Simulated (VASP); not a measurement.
Data:

```
CELL_PARAMETERS angstrom
      9.17585    -4.80660     0.00041
      9.17585     4.80660     0.00041
      6.65764     0.00000     7.93570
ATOMIC_POSITIONS crystal
  Al 0.17600 0.17600 0.17600
  Al 0.07400 0.07400 0.07400
  Al 0.32359 0.32085 0.32699
  Al 0.42600 0.42600 0.92600
  Al 0.17600 0.17600 0.67600
  Al 0.07400 0.07400 0.57400
  Al 0.32400 0.32400 0.82400
  Al 0.42600 0.92600 0.42600
  Al 0.17600 0.67600 0.17600
  Al 0.07400 0.57400 0.07400
  Al 0.32400 0.82400 0.32400
  Al 0.42600 0.92600 0.92600
  Al 0.17600 0.67600 0.67600
  Al 0.07854 0.57110 0.56790
  Al 0.32400 0.82400 0.82400
  Al 0.92600 0.42600 0.42600
  Al 0.67600 0.17600 0.17600
  Al 0.57400 0.07400 0.07400
  Al 0.82400 0.32400 0.32400
  Al 0.92600 0.42600 0.92600
  Al 0.67600 0.17600 0.67600
  Al 0.56946 0.07735 0.57445
  Al 0.82400 0.32400 0.82400
  Al 0.92600 0.92600 0.42600
  Al 0.67600 0.67600 0.17600
  Al 0.57637 0.57210 0.07260
  Al 0.82400 0.82400 0.32400
  Al 0.92600 0.92600 0.92600
  Al 0.67600 0.67600 0.67600
  Al 0.57400 0.57400 0.57400
  Al 0.82400 0.82400 0.82400
  O  0.22200 0.02800 0.37500
  O  0.02800 0.37500 0.22200
  O  0.27800 0.47200 0.12500
  O  0.12500 0.27800 0.47200
  O  0.47200 0.12500 0.27800
  O  0.37500 0.22200 0.02800
  O  0.22200 0.02800 0.87500
  O  0.02800 0.37500 0.72200
  O  0.28056 0.46409 0.62632
  O  0.12500 0.27800 0.97200
  O  0.47200 0.12500 0.77800
  O  0.37400 0.22518 0.53053
  O  0.21735 0.52929 0.37542
  O  0.02800 0.87500 0.22200
  O  0.27800 0.97200 0.12500
  O  0.12500 0.77800 0.47200
  O  0.48030 0.62477 0.27331
  O  0.37500 0.72200 0.02800
  O  0.22200 0.52800 0.87500
  O  0.02800 0.87500 0.72200
  O  0.27800 0.97200 0.62500
  O  0.12500 0.77800 0.97200
  O  0.47200 0.62500 0.77800
  O  0.37500 0.72200 0.52800
  O  0.72200 0.02800 0.37500
  O  0.53468 0.37202 0.21870
  O  0.77800 0.47200 0.12500
  O  0.62863 0.27392 0.47173
  O  0.97200 0.12500 0.27800
  O  0.87500 0.22200 0.02800
  O  0.72200 0.02800 0.87500
  O  0.52800 0.37500 0.72200
  O  0.77800 0.47200 0.62500
  O  0.62500 0.27800 0.97200
  O  0.97200 0.12500 0.77800
  O  0.87500 0.22200 0.52800
  O  0.72200 0.52800 0.37500
  O  0.52800 0.87500 0.22200
  O  0.77800 0.97200 0.12500
  O  0.62500 0.77800 0.47200
  O  0.97200 0.62500 0.27800
  O  0.87500 0.72200 0.02800
  O  0.72200 0.52800 0.87500
  O  0.52800 0.87500 0.72200
  O  0.77800 0.97200 0.62500
  O  0.62500 0.77800 0.97200
  O  0.97200 0.62500 0.77800
  O  0.87500 0.72200 0.52800
```
Cell charge -1.

Calculation: PBE GGA, VASP's PBE PAW potentials (set 64) (plane waves; VASP). Run with PREC = Normal, LREAL = Auto, ISYM = 0, NELECT = 382.0, EDIFF = 1E-5, 400 eV cut-off, 1×1×1 Γ-centred mesh, Gaussian smearing of 0.050 eV, potentials Al O.

At this cut-off the stress carries a Pulay error, which pulls relaxed volumes low. The cell is charged, with a uniform compensating background. The supercell is sampled at Γ alone, which is coarse: total energies, pressure and levels can be off, energies of defects by several tenths of an eV.

Question: The ions are relaxed. Predict the relaxed structure.

Answer: 
```
CELL_PARAMETERS angstrom
      9.17585    -4.80660     0.00041
      9.17585     4.80660     0.00041
      6.65764     0.00000     7.93570
ATOMIC_POSITIONS crystal
  Al 0.17631 0.17562 0.17595
  Al 0.07419 0.07378 0.07388
  Al 0.33039 0.33008 0.33000
  Al 0.42403 0.42738 0.92761
  Al 0.17283 0.17593 0.67782
  Al 0.07615 0.07405 0.57234
  Al 0.32429 0.32319 0.82305
  Al 0.42768 0.92764 0.42375
  Al 0.17626 0.67777 0.17246
  Al 0.07448 0.57214 0.07585
  Al 0.32385 0.82273 0.32399
  Al 0.42847 0.92455 0.92431
  Al 0.17681 0.67501 0.67700
  Al 0.08880 0.56786 0.56525
  Al 0.32624 0.82352 0.82303
  Al 0.92791 0.42370 0.42746
  Al 0.67803 0.17257 0.17608
  Al 0.57264 0.07580 0.07418
  Al 0.82341 0.32387 0.32335
  Al 0.92472 0.42788 0.92468
  Al 0.67741 0.17637 0.67522
  Al 0.56568 0.08845 0.56800
  Al 0.82329 0.32587 0.82356
  Al 0.92499 0.92416 0.42805
  Al 0.67561 0.67698 0.17639
  Al 0.56837 0.56531 0.08849
  Al 0.82375 0.82294 0.32597
  Al 0.92665 0.92630 0.92638
  Al 0.67751 0.67721 0.67732
  Al 0.57416 0.57374 0.57385
  Al 0.82521 0.82468 0.82472
  O  0.22255 0.02752 0.37414
  O  0.02808 0.37384 0.22222
  O  0.27710 0.47215 0.12510
  O  0.12544 0.27678 0.47218
  O  0.47241 0.12516 0.27691
  O  0.37439 0.22204 0.02773
  O  0.22070 0.02717 0.87589
  O  0.02755 0.37538 0.72153
  O  0.26071 0.47599 0.64244
  O  0.12370 0.27824 0.97293
  O  0.47079 0.12504 0.77872
  O  0.37018 0.20817 0.53284
  O  0.20843 0.53281 0.36980
  O  0.02748 0.87582 0.22037
  O  0.27888 0.97270 0.12336
  O  0.12558 0.77849 0.47034
  O  0.47686 0.64223 0.26028
  O  0.37581 0.72147 0.02728
  O  0.22148 0.53023 0.87723
  O  0.02918 0.87495 0.72171
  O  0.27772 0.96668 0.62613
  O  0.12515 0.77941 0.97113
  O  0.47252 0.62481 0.77807
  O  0.37603 0.72122 0.52710
  O  0.72181 0.02724 0.37552
  O  0.53308 0.36993 0.20818
  O  0.77913 0.47027 0.12516
  O  0.64279 0.26027 0.47631
  O  0.97329 0.12311 0.27853
  O  0.87615 0.22036 0.02729
  O  0.72212 0.02876 0.87508
  O  0.52742 0.37558 0.72138
  O  0.77831 0.47223 0.62484
  O  0.62635 0.27748 0.96676
  O  0.97140 0.12481 0.77949
  O  0.87759 0.22112 0.53039
  O  0.72176 0.52702 0.37567
  O  0.53075 0.87718 0.22120
  O  0.77970 0.97117 0.12487
  O  0.62502 0.77806 0.47233
  O  0.96693 0.62604 0.27743
  O  0.87544 0.72165 0.02881
  O  0.72078 0.52822 0.87682
  O  0.52860 0.87677 0.72050
  O  0.78111 0.96846 0.62659
  O  0.62707 0.78065 0.96848
  O  0.96895 0.62650 0.78065
  O  0.87710 0.72039 0.52825
```
Cell charge -1.

Question: How much energy does the relaxation gain?

Answer: The energy (σ→0) changes by -20.6 meV/atom, in 14 ionic steps.

| step | E(σ→0) (eV) | max force (eV/Å) | pressure (GPa) | volume (Å³) |
|---|---|---|---|---|
| 1 | -575.9529 | 3.106 | -3.96 | 699.98 |
| 2 | -576.9907 | 1.908 | -2.93 | 699.98 |
| 3 | -577.1290 | 1.135 | -3.34 | 699.98 |
| 4 | -577.4655 | 0.394 | -3.11 | 699.98 |
| 5 | -577.4700 | 0.371 | -3.06 | 699.98 |
| 6 | -577.5484 | 0.211 | -2.95 | 699.98 |
| 7 | -577.5488 | 0.220 | -2.94 | 699.98 |
| 8 | -577.5727 | 0.099 | -2.87 | 699.98 |
| 9 | -577.5727 | 0.102 | -2.86 | 699.98 |
| 10 | -577.5792 | 0.058 | -2.83 | 699.98 |
| 11 | -577.5793 | 0.073 | -2.82 | 699.98 |
| 12 | -577.5820 | 0.036 | -2.81 | 699.98 |
| 13 | -577.5821 | 0.043 | -2.81 | 699.98 |
| 14 | -577.5830 | 0.028 | -2.80 | 699.98 |

The cell is a supercell with a defect, built from Al2O3 (corundum): vac_Al, charge -1. The run is not spin-polarised, so no state with unpaired spins was tried.
